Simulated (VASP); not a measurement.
Output of a VASP run:

OUTCAR:
```
 ion  position               nearest neighbor table
   1  0.500  0.000  0.310-   2 2.83   2 2.83   2 2.83   2 2.83
   2  0.000  0.500  0.385-   1 2.83   1 2.83   1 2.83   1 2.83   3 2.86   3 2.86   3 2.86   3 2.86
  LATTYP: Found a simple tetragonal cell.
 ALAT       =     2.8159444843
 C/A-ratio  =     9.4804702314
 Subroutine PRICEL returns:
 Original cell was already a primitive cell.
 Subroutine GETGRP returns: Found 16 space group operations
The static configuration has the point symmetry D_2d.
 The point group associated with its full space group is D_4h.
The dynamic configuration has the point symmetry D_2d.
 Subroutine INISYM returns: Found 16 space group operations
 Subroutine IBZKPT returns following result:
 Found     21 irreducible k-points:

 Following reciprocal coordinates:
            Coordinates               Weight
  0.000000  0.000000  0.000000      1.000000
  0.100000  0.000000  0.000000      4.000000
  0.200000  0.000000  0.000000      4.000000
  0.300000  0.000000  0.000000      4.000000
  0.400000  0.000000  0.000000      4.000000
  0.500000  0.000000  0.000000      2.000000
  0.100000  0.100000  0.000000      4.000000
  0.200000  0.100000  0.000000      8.000000
  0.300000  0.100000  0.000000      8.000000
  0.400000  0.100000  0.000000      8.000000
  0.500000  0.100000  0.000000      4.000000
  0.200000  0.200000  0.000000      4.000000
  0.300000  0.200000  0.000000      8.000000
  0.400000  0.200000  0.000000      8.000000
  0.500000  0.200000  0.000000      4.000000
  0.300000  0.300000  0.000000      4.000000
  0.400000  0.300000  0.000000      8.000000
  0.500000  0.300000  0.000000      4.000000
  0.400000  0.400000  0.000000      4.000000
  0.500000  0.400000  0.000000      4.000000
  0.500000  0.500000  0.000000      1.000000
   k-points           NKPTS =     21   k-points in BZ     NKDIM =     21   number of bands    NBANDS=     13
   number of dos      NEDOS =    301   number of ions     NIONS =      6
   total plane-waves  NPLWV =  27440
   dimension x,y,z NGX =    14 NGY =   14 NGZ =  140
   dimension x,y,z NGXF=    28 NGYF=   28 NGZF=  280
   ions per type =               6
   PREC   = normal    normal or accurate (medium, high low for compatibility)
   ISTART =      1    job   : 0-new  1-cont  2-samecut
   ICHARG =      0    charge: 1-file 2-atom 10-const
   ISPIN  =      1    spin polarized calculation?
   LNONCOLLINEAR =      F non collinear calculations
   LSORBIT =      F    spin-orbit coupling
   INIWAV =      1    electr: 0-lowe 1-rand  2-diag
   ENCUT  =  400.0 eV  29.40 Ry    5.42 a.u.   4.59  4.59 43.54*2*pi/ulx,y,z
   NELM   =    100;   NELMIN=  4; NELMDL=  0     # of ELM steps
   EDIFF  = 0.1E-05   stopping-criterion for ELM
   LREAL  =      F    real-space projection
   NLSPLINE    = F    spline interpolate recip. space projectors
   LMAXMIX     =    2 max onsite mixed and CHGCAR
   VOSKOWN=      0    Vosko Wilk Nusair interpolation
   EDIFFG = 0.1E-04   stopping-criterion for IOM
   NSW    =      0    number of steps for IOM
   NBLOCK =      1;   KBLOCK =      1    inner block; outer block
   IBRION =     -1    ionic relax: 0-MD 1-quasi-New 2-CG
   NFREE  =      0    steps in history (QN), initial steepest desc. (CG)
   ISIF   =      2    stress and relaxation
   ISYM   =      2    0-nonsym 1-usesym 2-fastsym
   TEIN   =    0.0    initial temperature
   TEBEG  =    0.0;   TEEND  =   0.0 temperature during run
   SMASS  =  -3.00    Nose mass-parameter (am)
   PSTRESS=    0.0 pullay stress
   NELECT =      18.0000    total number of electrons
   EFERMI =   0.00;   METHOD = LEGACY
   ISMEAR =     1;   SIGMA  =   0.10  broadening in eV -4-tet -1-fermi 0-gaus
   IALGO  =     38    algorithm
   LDIAG  =      T    sub-space diagonalisation (order eigenvalues)
   IMIX   =      4    mixing-type and parameters
     AMIX     =   0.40;   BMIX     =  1.00
     AMIX_MAG =   1.60;   BMIX_MAG =  1.00
     AMIN     =   0.10
   METAGGA = R2SCAN    functional components
...
```

File OSZICAR:
```
       N       E                     dE             d eps       ncg     rms          rms(c)
DAV:   1    -0.393718039445E+02   -0.39372E+02   -0.36688E-05   623   0.409E-02    0.385E-03
DAV:   2    -0.393718025559E+02    0.13886E-05   -0.26566E-05   560   0.321E-02    0.328E-03
DAV:   3    -0.393718017314E+02    0.82453E-06   -0.60714E-06   566   0.174E-02    0.543E-04
DAV:   4    -0.393718023403E+02   -0.60887E-06   -0.55992E-07   382   0.735E-03
   1 F= -.39371802E+02 E0= -.39371290E+02  d E =-.153629E-02
```

OUTCAR:
```
------------------------ aborting loop because EDIFF is reached ----------------------------------------
  FORCE on cell =-STRESS in cart. coord.  units (eV):
  Direction    XX          YY          ZZ          XY          YZ          ZX
  --------------------------------------------------------------------------------------
  Total       -1.9659082     -1.9659082      0.0215139      0.0000000      0.0000000      0.0000000
  in kB      -14.8789292    -14.8789292      0.1628277      0.0000000      0.0000000      0.0000000
  external PRESSURE =      -9.8650102 kB  Pullay stress =       0.0000000 kB
  volume of cell :      211.69
      direct lattice vectors                 reciprocal lattice vectors
     2.815944484  0.000000000  0.000000000     0.355120637  0.000000000  0.000000000
     0.000000000  2.815944484  0.000000000     0.000000000  0.355120637  0.000000000
     0.000000000  0.000000000 26.696477857     0.000000000  0.000000000  0.037458125
 POSITION                                       TOTAL-FORCE (eV/Angst)
 -----------------------------------------------------------------------------------
      1.40797      0.00000      8.27021         0.000000      0.000000      0.002948
      0.00000      1.40797     10.28071         0.000000      0.000000     -0.012367
      1.40797      0.00000     12.33148        -0.000000      0.000000      0.007341
      0.00000      1.40797     14.36499         0.000000      0.000000     -0.007341
      1.40797      0.00000     16.41577         0.000000      0.000000      0.012367
      0.00000      1.40797     18.42627         0.000000     -0.000000     -0.002948
 -----------------------------------------------------------------------------------
    total drift:                               -0.000000     -0.000000      0.000000
  FREE ENERGIE OF THE ION-ELECTRON SYSTEM (eV)
  ---------------------------------------------------
  free  energy   TOTEN  =       -39.3718023403 eV

  energy  without entropy=      -39.3702660550  energy(sigma->0) =      -39.37129025

 total charge

# of ion       s       p       d       tot
------------------------------------------
    1        0.465   0.322   0.000   0.787
    2        0.416   0.365   0.000   0.781
    3        0.422   0.360   0.000   0.782
    4        0.422   0.360   0.000   0.782
    5        0.416   0.365   0.000   0.781
    6        0.465   0.322   0.000   0.787
--------------------------------------------------
tot          2.605   2.094   0.000   4.700
```
(Selected blocks of OUTCAR.)

File POSCAR:
```
Al(100) slab
1
    2.8159444843     0.0000000000     0.0000000000
    0.0000000000     2.8159444843     0.0000000000
    0.0000000000     0.0000000000    26.6964778568
Al
6
Direct
  0.5000000000   0.0000000000   0.3097865760
  0.0000000000   0.5000000000   0.3850960578
  0.5000000000   0.0000000000   0.4619142976
  0.0000000000   0.5000000000   0.5380857024
  0.5000000000   0.0000000000   0.6149039422
  0.0000000000   0.5000000000   0.6902134240
```

Task: Write an INCAR and KPOINTS that could have produced this output.

Result: One answer among several that fit: the input of the run itself, r2SCAN meta-GGA, plane waves, VASP's PBE PAW potentials (set 64).

KPOINTS:
```
Automatic mesh
0
Gamma
10 10 1
0 0 0
```

**INCAR**
```
! general
SYSTEM   =  Al(100) slab
PREC     =  Normal
ENCUT    =  400   ! plane-wave cut-off (eV)
LREAL    =  .FALSE.
LASPH    =  .TRUE.   ! aspherical one-centre terms

! electronic loop
EDIFF    =  1E-6   ! SCF stop (eV)
NELM     =  100
NELMIN   =  4
ALGO     =  Normal   ! blocked Davidson
LMIXTAU  =  .TRUE.

! smearing
ISMEAR   =  1   ! Methfessel-Paxton
SIGMA    =  0.1

! functional
METAGGA  =  R2SCAN

! output
LWAVE    =  .FALSE.
LCHARG   =  .FALSE.
LORBIT   =  11   ! lm-projected
LVHAR    =  .TRUE.

! other
LDIPOL   =  .TRUE.
IDIPOL   =  3
DIPOL    =  0.5 0.5 0.5
```

POTCAR, in this order: Al (PBE.64 set). Program: vasp_std. Read from the step before: WAVECAR.

The cell is a thin slab with vacuum, built from Al (fcc): (100) face.
